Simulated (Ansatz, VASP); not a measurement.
# Cross-check of Ge (Germanium) between VASP and Ansatz, part 2 of 2

Aim: how closely do two programs agree when they are given the same cell, functional and k mesh? The cell is taken from a series of runs on this material, whose earlier steps may have relaxed, scaled, displaced or heated it; both programs get it as it stands.

VASP 6.6.1 and Ansatz 0.2.0.

So far: Starting point; VASP: zone-centre phonons, LDA.

## 2. VASP: zone-centre phonons, LDA (continued)

Level of this step: LDA; plane waves and PAW (Ge_d) (VASP).

Numbers of over 12 decimals in the logs are rounded to 6 here.

Parts of OUTCAR (step 2):

```text
ion  position               nearest neighbor table
   1  0.500  0.500  0.500-   2 2.35   2 2.35   2 2.35   2 2.35
   2  0.750  0.750  0.750-   1 2.35   1 2.35   1 2.35   1 2.35

  LATTYP: Found a trigonal (rhomboedric) cell.
 ALAT       =     3.8377225927
 COS(alpha) =     0.4999539025

 Subroutine GETGRP returns: Found 12 space group operations
 (whereof  6 operations were pure point group operations)

The static configuration has the point symmetry C_3v.
 The point group associated with its full space group is D_3d.

   k-points           NKPTS =   1728   k-points in BZ     NKDIM =   1728   number of bands    NBANDS=     20

   dimension x,y,z NGX =    28 NGY =   28 NGZ =   28
   dimension x,y,z NGXF=    56 NGYF=   56 NGZF=   56

   ENCUT  =  500.0 eV  36.75 Ry    6.06 a.u.   7.00  7.00  7.00*2*pi/ulx,y,z

   NELECT =      28.0000    total number of electrons

 k-points in reciprocal lattice and weights: Points of the shifted mesh
   0.04166667  0.04166667  0.04166667       0.001
   0.04166667  0.04166667  0.12500000       0.001
   0.04166667  0.04166667  0.20833333       0.001
   0.04166667  0.04166667  0.29166667       0.001
   0.04166667  0.04166667  0.37500000       0.001
   0.04166667  0.04166667  0.45833333       0.001
   0.04166667  0.04166667  0.54166667       0.001
   0.04166667  0.04166667  0.62500000       0.001
   0.04166667  0.04166667  0.70833333       0.001
[...]
0.95833333  0.95833333  0.87500000       0.001
   0.95833333  0.95833333  0.95833333       0.001

 average (electrostatic) potential at core
       1 -74.2823       2 -74.2823

  Total        2.4674475      2.4674475      2.4674475     -0.0009169     -0.0009169     -0.0009169
  in kB       98.9060215     98.9060215     98.9060215     -0.0367517     -0.0367517     -0.0367517
  external PRESSURE =      98.9060215 kB  Pullay stress =       0.0000000 kB

  energy-cutoff  :      500.00
  volume of cell :       39.97
      direct lattice vectors                 reciprocal lattice vectors
    -0.000125092  2.713679668  2.713679668    -0.184238926  0.184247420  0.184247420
     2.713679668 -0.000125092  2.713679668     0.184247420 -0.184238926  0.184247420
     2.713679668  2.713679668 -0.000125092     0.184247420  0.184247420 -0.184238926

 POSITION                                       TOTAL-FORCE (eV/Angst)
 -----------------------------------------------------------------------------------
      2.71352      2.71352      2.71352         0.000743      0.000743      0.000743
      4.07052      4.07052      4.07052        -0.000743     -0.000743     -0.000743
 -----------------------------------------------------------------------------------
    total drift:                               -0.000000     -0.000000     -0.000000

 Eigenvectors and eigenvalues of the dynamical matrix
 ----------------------------------------------------

   1 f  =    9.866780 THz    61.994809 2PiTHz  329.120364 cm-1    40.805706 meV
             X         Y         Z           dx          dy          dz
      2.713524  2.713524  2.713524     0.500000   -0.500000   -0.000000
      4.070519  4.070519  4.070519    -0.500000    0.500000   -0.000000

   2 f  =    9.866780 THz    61.994809 2PiTHz  329.120364 cm-1    40.805706 meV
             X         Y         Z           dx          dy          dz
      2.713524  2.713524  2.713524    -0.288675   -0.288675    0.577350
      4.070519  4.070519  4.070519     0.288675    0.288675   -0.577350

   3 f  =    9.863276 THz    61.972794 2PiTHz  329.003490 cm-1    40.791216 meV
             X         Y         Z           dx          dy          dz
      2.713524  2.713524  2.713524    -0.408248   -0.408248   -0.408248
      4.070519  4.070519  4.070519     0.408248    0.408248    0.408248

   4 f  =    0.000000 THz     0.000001 2PiTHz    0.000007 cm-1     0.000001 meV
             X         Y         Z           dx          dy          dz
      2.713524  2.713524  2.713524     0.041455   -0.691409    0.142251
      4.070519  4.070519  4.070519     0.041455   -0.691409    0.142251

   5 f/i=    0.000000 THz     0.000001 2PiTHz    0.000003 cm-1     0.000000 meV
             X         Y         Z           dx          dy          dz
      2.713524  2.713524  2.713524     0.704438    0.031383   -0.052749
      4.070519  4.070519  4.070519     0.704438    0.031383   -0.052749

   6 f/i=    0.000000 THz     0.000001 2PiTHz    0.000004 cm-1     0.000001 meV
             X         Y         Z           dx          dy          dz
      2.713524  2.713524  2.713524     0.045265    0.144807    0.690639
      4.070519  4.070519  4.070519     0.045265    0.144807    0.690639

 ELASTIC MODULI CONTR FROM IONIC RELAXATION (kBar)
 Direction    XX          YY          ZZ          XY          YZ          ZX
 --------------------------------------------------------------------------------
 XX          -0.0020     -0.0005     -0.0005      0.1774      0.9916      0.0805
 YY          -0.0005     -0.0020     -0.0005      0.0805      0.1774      0.9916
 ZZ          -0.0005     -0.0005     -0.0020      0.9916      0.0805      0.1774
 XY           0.1774      0.0805      0.9916   -506.8479      1.1252      1.1252
 YZ           0.9916      0.1774      0.0805      1.1252   -506.8479      1.1252
 ZX           0.0805      0.9916      0.1774      1.1252      1.1252   -506.8479
 --------------------------------------------------------------------------------
```

## 3. Ansatz: zone-centre phonons, LDA

Ansatz runs on its PAW soft_1 files.

The same cell, functional (in two slightly different forms), mesh and smearing now go to Ansatz, which takes its cutoff from its data sets.

The input, input.yaml:

```yaml
crystal:
  lattice:
    - [-0.0001250923, 2.7136796682, 2.7136796682]
    - [2.7136796682, -0.0001250923, 2.7136796682]
    - [2.7136796682, 2.7136796682, -0.0001250923]
  atoms:
    - { symbol: Ge, position: [0.4999828045, 0.4999828045, 0.4999828045] }
    - { symbol: Ge, position: [0.7500171955, 0.7500171955, 0.7500171955] }
kpoints:
  mp_grid: { grid: [12, 12, 12], shift: [0.5, 0.5, 0.5] }
hamiltonian:
  xc: lda
  pseudopotentials: { kind: paw, azcp: { folder: soft_1 }, xc_functional: pbe }
scf:
  occupations: { method: gaussian, width: 0.015 }
output:
  eigenvalues: true
phonons:
  method: dfpt
```

The run is started by

```bash
$ ansatz run input.yaml --threads 4 --pin off --max-ram 10240MiB --backend cpu --events-out ev --progress --plain --runs-dir out
```

Log:

```text
Engine: ansatz 0.2.0, x86_64-unknown-linux-gnu
Pseudopotentials: kind: paw
Pseudopotential: Ge, paw, valence charge 14, recommended cutoff 420 eV (normal), soft_1/Ge.paw.azcp
Functional definition: SPW92
  exchange = slater_x
  correlation = pw_c
Crystal: 2 atoms, lattice volume = 39.970 Å³
Basis set: ecut = 420 eV, 749 PW (Γ), exchange–correlation on 64×64×64 points (8 copies of the dense FFT grid, shifted against one another)
Bands: 18, of which v1, the nominal top of the filled ones, is band 14 counted from 1 (13 counted from 0)
Symmetry: 12 space group operations
k-points: 468 of 1728 (irreducible under 2 space group operations, time reversal used)
Non-local potential: Ge, projectors of the file, l = 0: 2, l = 1: 2, l = 2: 3, l = 3: 1
PAW form: soft (Blöchl's): semilocal exchange-correlation on the pseudo side does not see the compensation charge
PAW frozen core: Ge, regenerated for the run's functional, and the local potential with it (the file was generated under x = pbe(κ = 0.804, μ = 0.219515), c = pbe(β = 0.066725))
PAW one-centre angular grid: Ge, 590 points (default); XC on 64 Gauss nodes
Initial density: superposition of atomic densities (chi_scale 0.1, normalization cell)
Initial wavefunctions: pseudopotential atomic-orbital guess
Functional: x = slater, c = lda
SCF iter   1: F=—  HF=-8431.500852 eV  |F-HF|=—  |Δ(HF+E_count)|=         —  Δρ=4.08e-2  dr2=6.02e-1  ethr=3.10e-3  ⟨swp⟩=6.0  Hψ=40892  notcnv=0
preconditioner: auto → none  [insulator: Δε(μ)=0.672 eV  Ē_g=23.992 eV  σ=0.015 eV  W_gap=1.00  n_scr=14 (ndim 8)  ℏωp=31.1 eV  f_vac=0.000  D(μ)=0.00/eV (n_scr^D=0)  ε∞_Penn≈2.7]
SCF iter   2: F=—  HF=-8431.349657 eV  |F-HF|=—  |Δ(HF+E_count)|=   1.51e-1  Δρ=1.82e-2  dr2=9.41e-2  ethr=2.15e-3  ⟨swp⟩=2.0  Hψ=14040  notcnv=0
SCF iter   3: F=—  HF=-8431.333069 eV  |F-HF|=—  |Δ(HF+E_count)|=   1.66e-2  Δρ=3.17e-3  dr2=1.08e-3  ethr=3.36e-4  ⟨swp⟩=2.1  Hψ=12208  notcnv=0
SCF iter   4: F=—  HF=-8431.332793 eV  |F-HF|=—  |Δ(HF+E_count)|=   2.76e-4  Δρ=5.99e-4  dr2=9.07e-5  ethr=3.84e-6  ⟨swp⟩=2.0  Hψ=16848  notcnv=0
SCF iter   5: F=—  HF=-8431.332662 eV  |F-HF|=—  |Δ(HF+E_count)|=   1.30e-4  Δρ=1.28e-4  dr2=5.60e-6  ethr=3.24e-7  ⟨swp⟩=2.0  Hψ=15434  notcnv=0
SCF iter   6: F=—  HF=-8431.332649 eV  |F-HF|=—  |Δ(HF+E_count)|=   1.34e-5  Δρ=1.28e-5  dr2=6.10e-8  ethr=2.00e-8  ⟨swp⟩=2.0  Hψ=14976  notcnv=0
SCF iter   7: F=—  HF=-8431.332647 eV  |F-HF|=—  |Δ(HF+E_count)|=   1.81e-6  Δρ=6.04e-7  dr2=1.29e-10  ethr=2.18e-10  ⟨swp⟩=2.0  Hψ=14976  notcnv=0
SCF iter   8: F=-8431.332647 eV  HF=-8431.332647 eV  |F-HF|=1.82e-12  |Δ(HF+E_count)|=  4.29e-10  Δρ=3.66e-8  dr2=3.08e-13  ethr=1.00e-12  ⟨swp⟩=6.0  Hψ=37896  notcnv=0
SCF 1 converged in 8 iterations: F = -8431.332647 eV  dr2 = 3.08e-13
  greatest PAW one-centre occupation: 0.998 electrons in one spin orbital (limit 2), on the Ge atom at site 1 (counted from 0), in its partial waves of l = 2
DFPT response loops at Γ: preconditioner auto → none (the input reference at scf.mixing.eps_inf says where Resta's filter doesn't serve); β = 0.50; Broyden in place of MSR1
SCF converged after 8 iterations
Free energy (F): -8431.332647 eV
Harris-Foulkes:  -8431.332647 eV  (|F-HF|=1.82e-12)
Internal energy: -8431.332647 eV  (E = F + TS)
E sigma→0 (E₀):  -8431.332647 eV
Fermi energy:    10.153274 eV
--- Per-component energies (eV) ---
  E_band       = -269.318140
  E_kinetic    = 190.451844
  E_local      = -4329.110973  (includes V_loc(G=0)·N_el)
  E_nonlocal   = 443.533087
  E_hartree    = 2076.010446
  E_xc         = -144.798434
  E_vxc        = -133.809831  (∫ρ·V_xc dr)
  E_paw        = -3870.061984  (= ΣΔE_a)
  E_vpaw       = -592.403179  (= ΣTr[D̂ρ^β])
  E_aug_tail   = 0.000026  (compensation charges beyond the density's cutoff)
  E_ewald      = -2801.173312
  E_core_change = 3.816653  (= ΣΔE_core)
  E_smearing   = -0.000000  (= −TS)
  E_closure    = 0.000000  (closes the sum)
  Σ components = -8431.332647   (vs F -8431.332647, Δ=0.00e0)
--- Band table (eV; the first three rows and the last of 468) ---
  k-point 0: bands = [... 10 lower, -3.8187, 9.4659, 9.9306, 9.9306, 11.3172, 12.6288, 12.6288, 12.6760]
  k-point 1: bands = [... 10 lower, -3.6919, 8.2008, 9.3633, 9.8476, 11.7310, 12.7596, 12.9054, 13.6110]
  k-point 2: bands = [... 10 lower, -3.3786, 6.4287, 8.8706, 9.4754, 11.4918, 13.2301, 13.5653, 14.9869]
  k-point 467: bands = [... 10 lower, -1.4200, 1.7220, 8.1297, 8.3229, 10.6980, 13.6768, 13.8555, 17.1430]
--- Phonons (Γ-DFPT): 1 representative perturbation + reference, on 468 of 1728 k-points (Σ response iterations 3) ---
  k mesh reduced under 2 symmetry operations, with k and −k counted as one. Each operation leaves every solved perturbation unchanged. A smaller set is not used because it would not reduce the number of displacements times k-points to solve
  ASR residual: 3.290e-5 → 0.000e0 eV/Å²; symmetrization residual: 1.327e-12 eV/Å²
  ASR residual per site (eV/Å²): 3.29e-5 3.29e-5
  Γ frequencies (cm⁻¹): 0.00 0.00 0.00 328.65 328.76 328.76
  non-analytic LO–TO correction: not included (Born effective charges unavailable; polar crystals: no LO–TO splitting at Γ)
```

The column dr2 measures how far the density is from self-consistency, as an energy; F and HF (Harris–Foulkes) agree once it is small.

## 4. Comparison

Known differences besides the potentials themselves: the cutoff is 420 eV in Ansatz and 500 eV in VASP; VASP's log shows a relativistic correction to its local exchange, Ansatz's none. Total energies have different zeros and are not compared.

The two programs side by side:

```tsv
quantity	Ansatz	VASP	difference
optical mode 1 to 3 (cm⁻¹)	328.6	329.0	-0.11 %
```

Modes are paired by rising frequency, not by their patterns, so a pair may set unlike modes beside each other; they are those without the splitting of longitudinal modes.

## 5. Outcome

```yaml
r_m_s_difference_of_the_optical_zone_centre_modes_each_program_s_sorted_by_frequency_zone_centre_phonons_lda: 0.36 cm⁻¹
```

In words: The r.m.s. difference of the optical zone-centre modes, each program's sorted by frequency is 0.36 cm⁻¹ (zone-centre phonons, LDA). Such differences can come from data sets, numerical settings and the points named under the comparisons, not from the functional's error against experiment.

[Lines on the potential files, build, host, timing and source positions are cut from VASP's logs without a mark.]

[Logs are printed without paths, hosts, clocks, repeated set-up lines and the standing remarks that a program may print on its own settings, such as how far it seeks lower states.]

[Hosts, paths, dates, database ids (printed as entryN), source tags and the programs' standing remarks are cut or masked in the printed files.]
